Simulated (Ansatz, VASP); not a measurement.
**Sb (Antimony): VASP beside Ansatz**

Wanted: the spread between two codes on one cell, functional and k mesh. The cell is taken from a series of runs on this material, whose earlier steps may have relaxed, scaled, displaced or heated it; both programs get it as it stands.

Program: Ansatz 0.2.0. Level of theory: plane waves, with VASP 6.6.1 beside it; zone-centre phonons at LDA. Results are calculated unless marked as measured.

## Step 1: The starting structure

The structure is trigonal, space group R-3m (No. 166). Conventional cell: a = 4.212 Å, b = 4.212 Å, c = 10.489 Å, α = 90.00°, β = 90.00°, γ = 120.00°. Sb has 6 Sb at 2.88 to 3.12 Å nearest.

## Step 2: Ansatz: zone-centre phonons, LDA

Ansatz runs on its PAW soft_1 files.

Second derivatives magnify differences that forces hide, and they need a tight electronic threshold.

Input file input.yaml:

```yaml
crystal:
  lattice:
    - [2.1060529619, 1.2159302445, 3.4963176674]
    - [-2.1060529619, 1.2159302445, 3.4963176674]
    - [0.0, -2.4318604889, 3.4963176674]
  atoms:
    - { symbol: Sb, position: [0.2402011758, 0.2402011758, 0.2402011758] }
    - { symbol: Sb, position: [0.7597988242, 0.7597988242, 0.7597988242] }
kpoints:
  mp_grid: { grid: [12, 12, 12] }
hamiltonian:
  xc: lda
  pseudopotentials: { kind: paw, azcp: { folder: soft_1 }, xc_functional: pbe }
scf:
  occupations: { method: methfessel_paxton, width: 0.2 }
output:
  eigenvalues: true
phonons:
  method: dfpt
```

The run is started by

```console
$ ansatz run input.yaml --threads 4 --pin off --max-ram 10240MiB --backend cpu --events-out ev --progress --plain --runs-dir out
```

Numbers of over 12 decimals in the logs are rounded to 6 here.

Output:

```text
Engine: ansatz 0.2.0, x86_64-unknown-linux-gnu
Pseudopotentials: kind: paw
Pseudopotential: Sb, paw, valence charge 15, recommended cutoff 420 eV (normal), soft_1/Sb.paw.azcp
Functional definition: SPW92
  exchange = slater_x
  correlation = pw_c
Crystal: 2 atoms, lattice volume = 53.721 Å³
Basis set: ecut = 420 eV, 1055 PW (Γ), exchange–correlation on 60×60×60 points (8 copies of the dense FFT grid, shifted against one another)
Bands: 19, of which v1, the nominal top of the filled ones, is band 15 counted from 1 (14 counted from 0)
Symmetry: 12 space group operations
k-points: 476 of 1728 (irreducible under 2 space group operations, time reversal used)
Non-local potential: Sb, projectors of the file, l = 0: 2, l = 1: 2, l = 2: 2, l = 3: 1
PAW form: soft (Blöchl's): semilocal exchange-correlation on the pseudo side does not see the compensation charge
PAW frozen core: Sb, regenerated for the run's functional, and the local potential with it (the file was generated under x = pbe(κ = 0.804, μ = 0.219515), c = pbe(β = 0.066725))
PAW one-centre angular grid: Sb, 590 points (default); XC on 64 Gauss nodes
Initial density: superposition of atomic densities (chi_scale 0.1, normalization cell)
Initial wavefunctions: pseudopotential atomic-orbital guess
Functional: x = slater, c = lda
SCF iter   1: F=—  HF=-12671.728385 eV  |F-HF|=—  |Δ(HF+E_count)|=         —  Δρ=1.54e-2  dr2=1.05e-1  ethr=3.10e-3  ⟨swp⟩=5.9  Hψ=48224  notcnv=0
preconditioner: auto → Kerker (q_TF=auto, 2.476 Å⁻¹)  [metal: Δε(μ)=0.039 eV  Ē_g=9.244 eV  σ=0.200 eV  W_gap=0.16  n_scr=14 (ndim 8)  ℏωp=16.0 eV  f_vac=0.000  D(μ)=0.42/eV (n_scr^D=0)]
SCF iter   2: F=—  HF=-12671.712718 eV  |F-HF|=—  |Δ(HF+E_count)|=   1.57e-2  S|Δr|=    0.00e0  Δρ=9.85e-3  dr2=4.61e-2  ethr=3.51e-4  ⟨swp⟩=1.1  Hψ=12965  notcnv=0
SCF iter   3: F=—  HF=-12671.704398 eV  |F-HF|=—  |Δ(HF+E_count)|=   8.32e-3  S|Δr|=    0.00e0  Δρ=1.70e-3  dr2=2.37e-3  ethr=1.54e-4  ⟨swp⟩=1.0  Hψ=9049  notcnv=0
SCF iter   4: F=—  HF=-12671.704143 eV  |F-HF|=—  |Δ(HF+E_count)|=   2.55e-4  S|Δr|=    0.00e0  Δρ=6.05e-4  dr2=2.64e-4  ethr=7.90e-6  ⟨swp⟩=1.8  Hψ=9761  notcnv=0
SCF iter   5: F=—  HF=-12671.704150 eV  |F-HF|=—  |Δ(HF+E_count)|=   7.13e-6  S|Δr|=    0.00e0  Δρ=5.27e-5  dr2=1.43e-6  ethr=8.81e-7  ⟨swp⟩=2.0  Hψ=11235  notcnv=0
SCF iter   6: F=—  HF=-12671.704151 eV  |F-HF|=—  |Δ(HF+E_count)|=   4.72e-7  S|Δr|=    0.00e0  Δρ=1.93e-5  dr2=1.00e-7  ethr=4.76e-9  ⟨swp⟩=2.0  Hψ=16317  notcnv=0
SCF iter   7: F=—  HF=-12671.704151 eV  |F-HF|=—  |Δ(HF+E_count)|=   1.31e-8  S|Δr|=    0.00e0  Δρ=2.59e-6  dr2=4.35e-9  ethr=3.34e-10  ⟨swp⟩=2.9  Hψ=16653  notcnv=0
SCF iter   8: F=—  HF=-12671.704151 eV  |F-HF|=—  |Δ(HF+E_count)|=   1.03e-9  S|Δr|=    0.00e0  Δρ=1.01e-6  dr2=8.27e-10  ethr=1.45e-11  ⟨swp⟩=2.9  Hψ=16460  notcnv=0
SCF iter   9: F=—  HF=-12671.704151 eV  |F-HF|=—  |Δ(HF+E_count)|=  7.28e-12  S|Δr|=    0.00e0  Δρ=2.50e-7  dr2=4.80e-11  ethr=2.76e-12  ⟨swp⟩=2.0  Hψ=10731  notcnv=0
SCF iter  10: F=-12671.704151 eV  HF=-12671.704151 eV  |F-HF|=1.82e-12  |Δ(HF+E_count)|=  9.09e-12  S|Δr|=    0.00e0  Δρ=9.66e-8  dr2=3.63e-12  ethr=1.00e-12  ⟨swp⟩=6.0  Hψ=41263  notcnv=0
SCF 1 converged in 10 iterations: F = -12671.704151 eV  dr2 = 3.63e-12
  greatest PAW one-centre occupation: 0.997 electrons in one spin orbital (limit 2), on the Sb atom at site 1 (counted from 0), in its partial waves of l = 2
DFPT response loops at Γ: preconditioner auto → Kerker (q_TF=auto, 2.476 Å⁻¹) (partly filled bands, converged f_vac=0.000); β = 1.00, the filter's whole step (`scf.mixing.beta` (0.50) is not read by the response loops under this deck's `scf.mixing.preconditioner`; to damp them name `kerker` or `kerker_dos`, under which they read `scf.mixing.beta`, and type it under 1.00, their step now; both keys bind the ground state too); Broyden in place of MSR1
SCF converged after 10 iterations
Stability not checked: this state was not tested for a lower state beside it, because cold or Methfessel-Paxton smearing, or corrected tetrahedra, fill the levels in a way that the test cannot read (fill_not_monotonic; see scf.lower_state_search)
Free energy (F): -12671.704151 eV
Harris-Foulkes:  -12671.704151 eV  (|F-HF|=1.82e-12)
Internal energy: -12671.705639 eV  (E = F + TS)
E sigma→0 (E₀):  -12671.704523 eV
Entropy (-TS):   0.001488 eV (0.744 meV/atom)
Fermi energy:    11.693172 eV
--- Per-component energies (eV) ---
  E_band       = -288.975213
  E_kinetic    = 331.371929
  E_local      = -2973.648370  (includes V_loc(G=0)·N_el)
  E_nonlocal   = 788.314903
  E_hartree    = 1234.650469
  E_xc         = -199.199662
  E_vxc        = -185.187072  (∫ρ·V_xc dr)
  E_paw        = -8790.250382  (= ΣΔE_a)
  E_vpaw       = -719.127813  (= ΣTr[D̂ρ^β])
  E_aug_tail   = 0.000242  (compensation charges beyond the density's cutoff)
  E_ewald      = -3064.062391
  E_core_change = 1.117622  (= ΣΔE_core)
  E_smearing   = 0.001488  (= −TS)
  E_closure    = -0.000000  (closes the sum)
  Σ components = -12671.704151   (vs F -12671.704151, Δ=0.00e0)
--- Band table (eV; the first three rows and the last of 476) ---
  k-point 0: bands = [... 11 lower, 7.5525, 9.7368, 9.7812, 9.7812, 14.6430, 14.9515, 14.9515, 16.6173]
  k-point 1: bands = [... 11 lower, 6.9943, 9.7520, 9.7846, 10.1439, 14.4374, 14.6367, 14.7015, 16.3645]
  k-point 2: bands = [... 11 lower, 5.8824, 9.7905, 9.8044, 10.6907, 13.8395, 13.9110, 14.1171, 16.3077]
  k-point 475: bands = [... 11 lower, 1.8861, 10.5368, 10.5368, 11.3817, 11.3817, 11.5379, 12.5480, 19.8938]
--- Phonons (Γ-DFPT): 2 representative perturbations + reference, on 476 of 1728 k-points (Σ response iterations 6) ---
  k mesh reduced under 2 symmetry operations, with k and −k counted as one. Each operation leaves every solved perturbation unchanged. A smaller set is not used because it would not reduce the number of displacements times k-points to solve
  ASR residual: 3.165e-5 → 0.000e0 eV/Å²; symmetrization residual: 2.703e-5 eV/Å²
  ASR residual per site (eV/Å²): 3.16e-5 3.16e-5
  Γ frequencies (cm⁻¹): 0.00 0.00 0.00 75.60 75.60 123.31
  non-analytic LO–TO correction: not included (Born effective charges unavailable; polar crystals: no LO–TO splitting at Γ)
```

Reading the cycles: dr2 is the Hartree energy of the density residual (eV), the measure of convergence; HF is the Harris–Foulkes estimate of the energy, which meets the free energy F at convergence.

## Step 3: VASP: zone-centre phonons, LDA

The same cell, functional (in two slightly different forms), mesh and smearing now go to VASP, with its own data sets.

Lines of VASP's logs that name or quote its potential files are left out, and so is its time.

Input file INCAR:

```
SYSTEM = Sb
PREC = Accurate
ENCUT = 500
EDIFF = 1E-08
NELM = 120
ISMEAR = 1
SIGMA = 0.2
LREAL = .FALSE.
ALGO = Normal
GGA = CA
NBANDS = 11
LORBIT = 11
LWAVE = .FALSE.
LCHARG = .FALSE.
ISIF = 2
IBRION = 8
LASPH = .TRUE.
GGA_COMPAT = .FALSE.
KPAR = 2
```

Input file POSCAR:

```
Sb
1.0
    2.1060529619      1.2159302445      3.4963176674
   -2.1060529619      1.2159302445      3.4963176674
    0.0000000000     -2.4318604889      3.4963176674
Sb
2
Direct
    0.2402011758      0.2402011758      0.2402011758
    0.7597988242      0.7597988242      0.7597988242
```

Input file KPOINTS:

```
Automatic mesh
0
Gamma
12 12 12
0 0 0
```

The projector-augmented-wave data sets are Sb (LDA family, release 64).

The run is started by

```console
$ mpirun -np 2 vasp_std
```

Output:

```text
[banner, memory and clock lines left out]
running    2 mpi-ranks, on    1 nodes
 distrk:  each k-point on    1 cores,    2 groups
 distr:  one band on    1 cores,    1 groups

 POSCAR found type information on POSCAR Sb
 POSCAR found :  1 types and       2 ions
 LDA part: xc-table for (Slater(with rela. corr.)+CA(PZ))
 , standard interpolation
 POSCAR, INCAR and KPOINTS ok, starting setup
 FFT: planning ... GRIDC
 FFT: planning ... GRID_SOFT
 FFT: planning ... GRID
 WAVECAR not read
 entering main loop
       N       E                     dE             d eps       ncg     rms          rms(c)
DAV:   1     0.374073513845E+02    0.37407E+02   -0.35707E+03  4158   0.702E+02
DAV:   2    -0.762315350314E+01   -0.45031E+02   -0.43794E+02  5748   0.118E+02
DAV:   3    -0.956957781533E+01   -0.19464E+01   -0.19214E+01  5113   0.275E+01
DAV:   4    -0.958666796151E+01   -0.17090E-01   -0.17073E-01  4642   0.305E+00
DAV:   5    -0.958685740341E+01   -0.18944E-03   -0.18944E-03  4932   0.359E-01    0.360E+00
DAV:   6    -0.956983102180E+01    0.17026E-01   -0.33075E-03  4602   0.318E-01    0.216E+00
DAV:   7    -0.956041181296E+01    0.94192E-02   -0.70141E-03  4488   0.458E-01    0.530E-02
DAV:   8    -0.956041237791E+01   -0.56495E-06   -0.21026E-04  4683   0.102E-01    0.150E-02
DAV:   9    -0.956041505343E+01   -0.26755E-05   -0.10131E-05  4736   0.207E-02    0.674E-03
DAV:  10    -0.956041482865E+01    0.22478E-06   -0.11398E-06  4686   0.594E-03    0.135E-03
DAV:  11    -0.956041484059E+01   -0.11936E-07   -0.86248E-08  4731   0.182E-03    0.315E-04
DAV:  12    -0.956041484187E+01   -0.12773E-08   -0.65790E-09  2682   0.455E-04
   1 F= -.95604148E+01 E0= -.95609429E+01  d E =0.158414E-02
 Linear response reoptimize wavefunctions to high precision
DAV:   1    -0.956041484201E+01   -0.14427E-09   -0.87256E-10  3130   0.211E-04
DAV:   2    -0.956041484202E+01   -0.79581E-11   -0.82639E-11  2484   0.771E-05
 Linear response DOF=           2
 Linear response progress:
  Degree of freedom:   1/  2
       N       E                     dE             d eps       ncg     rms          rms(c)
RMM:   1    -0.263412513317E-01   -0.26341E-01    0.16771E-02 38861   0.127E+00
RMM:   2    -0.256603038256E-01    0.68095E-03   -0.18985E-03 30239   0.268E-01    0.556E-02
RMM:   3    -0.256800394837E-01   -0.19736E-04   -0.47889E-05 31542   0.431E-02    0.329E-02
RMM:   4    -0.257750400246E-01   -0.95001E-04   -0.28429E-05 31569   0.227E-02    0.253E-03
RMM:   5    -0.257833147820E-01   -0.82748E-05   -0.18680E-06 32385   0.423E-03    0.110E-03
RMM:   6    -0.257849583484E-01   -0.16436E-05    0.30733E-07 30847   0.965E-04    0.344E-04
RMM:   7    -0.257839175052E-01    0.10408E-05    0.12167E-07 32839   0.242E-04    0.999E-05
RMM:   8    -0.257840066362E-01   -0.89131E-07    0.49999E-09 33526   0.471E-05    0.274E-05
RMM:   9    -0.257840315413E-01   -0.24905E-07   -0.20773E-08 33224   0.161E-05    0.186E-06
RMM:  10    -0.257840288850E-01    0.26563E-08   -0.78850E-09 33224   0.518E-06    0.718E-07
 first order change of Fermi-energy  -0.75945E-05
 force on displaced ion       1 direction 1 :  -1.606  -0.000   0.000
 Linear response progress:
  Degree of freedom:   2/  2
       N       E                     dE             d eps       ncg     rms          rms(c)
RMM:   1    -0.269788103754E-01   -0.26979E-01    0.10445E-02  8189   0.127E+00
RMM:   2    -0.255120458819E-01    0.14668E-02   -0.18982E-03  6554   0.277E-01    0.521E-02
RMM:   3    -0.254719977414E-01    0.40048E-04   -0.39416E-05  6876   0.449E-02    0.312E-02
RMM:   4    -0.254781854693E-01   -0.61877E-05   -0.20649E-05  6711   0.238E-02    0.586E-03
RMM:   5    -0.254938075187E-01   -0.15622E-04   -0.72867E-07  6947   0.497E-03    0.193E-03
RMM:   6    -0.254957443976E-01   -0.19369E-05   -0.30086E-08  6945   0.966E-04    0.692E-04
RMM:   7    -0.254945754830E-01    0.11689E-05    0.89003E-09  7037   0.275E-04    0.128E-04
RMM:   8    -0.254946145817E-01   -0.39099E-07    0.15960E-09  7157   0.384E-05    0.253E-05
RMM:   9    -0.254946269114E-01   -0.12330E-07   -0.78940E-10  7193   0.172E-05    0.126E-05
RMM:  10    -0.254946188917E-01    0.80197E-08   -0.24240E-10  7108   0.688E-06    0.131E-06
 first order change of Fermi-energy  -0.12319E+01
 force on displaced ion       1 direction 3 :   0.000  -0.000  -3.664
 Linear response finished
```

From OUTCAR (step 3):

```text
ion  position               nearest neighbor table
   1  0.240  0.240  0.240-   2 2.88   2 2.88   2 2.88   2 3.12   2 3.12   2 3.12
   2  0.760  0.760  0.760-   1 2.88   1 2.88   1 2.88   1 3.12   1 3.12   1 3.12

  LATTYP: Found a trigonal (rhomboedric) cell.
 ALAT       =     4.2588945360
 COS(alpha) =     0.5109257461

 Subroutine GETGRP returns: Found 12 space group operations
 (whereof 12 operations were pure point group operations)

The static configuration has the point symmetry D_3d.

 Found    189 irreducible k-points:

   k-points           NKPTS =    189   k-points in BZ     NKDIM =    189   number of bands    NBANDS=     11

   dimension x,y,z NGX =    32 NGY =   32 NGZ =   32
   dimension x,y,z NGXF=    64 NGYF=   64 NGZF=   64

   ENCUT  =  500.0 eV  36.75 Ry    6.06 a.u.   7.76  7.76  7.76*2*pi/ulx,y,z

   NELECT =      10.0000    total number of electrons

 k-points in reciprocal lattice and weights: Automatic mesh
   0.00000000  0.00000000  0.00000000       0.001
   0.08333333  0.00000000  0.00000000       0.003
   0.16666667  0.00000000  0.00000000       0.003
   0.25000000  0.00000000  0.00000000       0.003
   0.33333333  0.00000000  0.00000000       0.003
   0.41666667  0.00000000  0.00000000       0.003
   0.50000000  0.00000000  0.00000000       0.002
   0.08333333  0.08333333  0.00000000       0.003
   0.16666667  0.08333333  0.00000000       0.007
[...]
-0.41666667  0.50000000  0.41666667       0.003
   0.50000000  0.50000000  0.50000000       0.001

 average (electrostatic) potential at core
       1 -85.3170       2 -85.3170

  Total        1.7470815      1.7470815      1.7247695      0.0000000      0.0000000      0.0000000
  in kB       52.1055112     52.1055112     51.4400707      0.0000000      0.0000000      0.0000000
  external PRESSURE =      51.8836977 kB  Pullay stress =       0.0000000 kB

  energy-cutoff  :      500.00
  volume of cell :       53.72
      direct lattice vectors                 reciprocal lattice vectors
     2.106052962  1.215930244  3.496317667     0.237410934  0.137069266  0.095338400
    -2.106052962  1.215930244  3.496317667    -0.237410934  0.137069266  0.095338400
     0.000000000 -2.431860489  3.496317667     0.000000000 -0.274138533  0.095338400

 POSITION                                       TOTAL-FORCE (eV/Angst)
 -----------------------------------------------------------------------------------
      0.00000      0.00000      2.51946         0.000000      0.000000      0.061738
      0.00000      0.00000      7.96949         0.000000     -0.000000     -0.061738
 -----------------------------------------------------------------------------------
    total drift:                               -0.000000     -0.000000      0.000000

 Eigenvectors and eigenvalues of the dynamical matrix
 ----------------------------------------------------

   1 f  =    3.835642 THz    24.100048 2PiTHz  127.943240 cm-1    15.862933 meV
             X         Y         Z           dx          dy          dz
      0.000000  0.000000  2.519459    -0.000000   -0.000000   -0.707107
      0.000000  0.000000  7.969494     0.000000    0.000000    0.707107

   2 f  =    2.539509 THz    15.956203 2PiTHz   84.708887 cm-1    10.502559 meV
             X         Y         Z           dx          dy          dz
      0.000000  0.000000  2.519459    -0.707107    0.000000   -0.000000
      0.000000  0.000000  7.969494     0.707107   -0.000000   -0.000000

   3 f  =    2.539509 THz    15.956203 2PiTHz   84.708887 cm-1    10.502559 meV
             X         Y         Z           dx          dy          dz
      0.000000  0.000000  2.519459    -0.000000   -0.707107    0.000000
      0.000000  0.000000  7.969494     0.000000    0.707107   -0.000000

   4 f  =    0.000000 THz     0.000000 2PiTHz    0.000002 cm-1     0.000000 meV
             X         Y         Z           dx          dy          dz
      0.000000  0.000000  2.519459    -0.000000    0.706842    0.019362
      0.000000  0.000000  7.969494    -0.000000    0.706842    0.019362

   5 f/i=    0.000000 THz     0.000000 2PiTHz    0.000001 cm-1     0.000000 meV
             X         Y         Z           dx          dy          dz
      0.000000  0.000000  2.519459     0.707107    0.000000    0.000000
      0.000000  0.000000  7.969494     0.707107    0.000000    0.000000

   6 f/i=    0.000000 THz     0.000000 2PiTHz    0.000002 cm-1     0.000000 meV
             X         Y         Z           dx          dy          dz
      0.000000  0.000000  2.519459    -0.000000   -0.019362    0.706842
      0.000000  0.000000  7.969494    -0.000000   -0.019362    0.706842

 ELASTIC MODULI CONTR FROM IONIC RELAXATION (kBar)
 Direction    XX          YY          ZZ          XY          YZ          ZX
 --------------------------------------------------------------------------------
 XX        -132.6587   -110.8698   -139.6144     -0.0000     28.5978      0.0000
 YY        -110.8698   -132.6587   -139.6144      0.0000    -28.5978     -0.0000
 ZZ        -139.6144   -139.6144   -160.0814     -0.0000     -0.0000      0.0000
 XY          -0.0000      0.0000     -0.0000    -10.8945      0.0000     25.6104
 YZ          28.5978    -28.5978     -0.0000      0.0000    -75.0689     -0.0000
 ZX           0.0000     -0.0000      0.0000     25.6104     -0.0000    -60.2043
 --------------------------------------------------------------------------------
```

## Step 4: Comparison

Known differences besides the potentials themselves: the two LDA forms differ slightly; the data sets hold 30 valence electrons in Ansatz (on its PAW soft_1 files) and 10 in VASP; the cutoff is 420 eV in Ansatz and 500 eV in VASP; VASP's log shows a relativistic correction to its local exchange, Ansatz's none. Total energies have different zeros and are not compared.

Both answers:

| quantity | Ansatz | VASP | difference |
| --- | --- | --- | --- |
| optical mode 1 to 2 (cm⁻¹) | 75.6 | 84.7 | -10.75 % |
| optical mode 3 (cm⁻¹) | 123.3 | 127.9 | -3.62 % |

Modes are paired by rising frequency, not by their patterns, so a pair may set unlike modes beside each other; they are those without the splitting of longitudinal modes.

## Step 5: Other set-ups

Further runs change the set-up of one program: Ansatz's method, potentials or start, or VASP's data sets, cutoff or form of LDA. The table gives Ansatz less VASP for each quantity, since a change that brings one quantity closer may part another.

```
                            run  optical mode 1 to 2 (%)  optical mode 3 (%)
                       as above                      -11                -3.6
VASP with the data sets Sb_d_GW                     -9.9                -1.9
```

## Step 6: What came out

```yaml
r_m_s_difference_of_the_optical_zone_centre_modes_each_program_s_sorted_by_frequency_zone_centre_phonons_lda: 7.9 cm⁻¹
difference_in_optical_mode_1_to_2_zone_centre_phonons_lda: -10.8 %
```

The r.m.s. difference of the optical zone-centre modes, each program's sorted by frequency is 7.9 cm⁻¹ (zone-centre phonons, LDA). The data sets hold unlike numbers of valence electrons (30 in Ansatz and 10 in VASP), so part of the differences comes from the potentials. Among the rows given in per cent, the largest difference of the zone-centre phonons, LDA pair is in optical mode 1 to 2, -10.8 %. Zone-centre phonons, LDA, VASP with the data sets Sb_d_GW: the difference in optical mode 3 goes from -3.6 to -1.9 %. How closely two codes agree says nothing of how well the functional describes the real material.

[Lines on the potential files, build, host, timing and source positions are cut from VASP's logs without a mark.]

[Logs are printed without paths, hosts, clocks, repeated set-up lines and the standing remarks that a program may print on its own settings, such as how far it seeks lower states.]

[Hosts, paths, dates, database ids (printed as entryN), source tags and the programs' standing remarks are cut or masked in the printed files.]
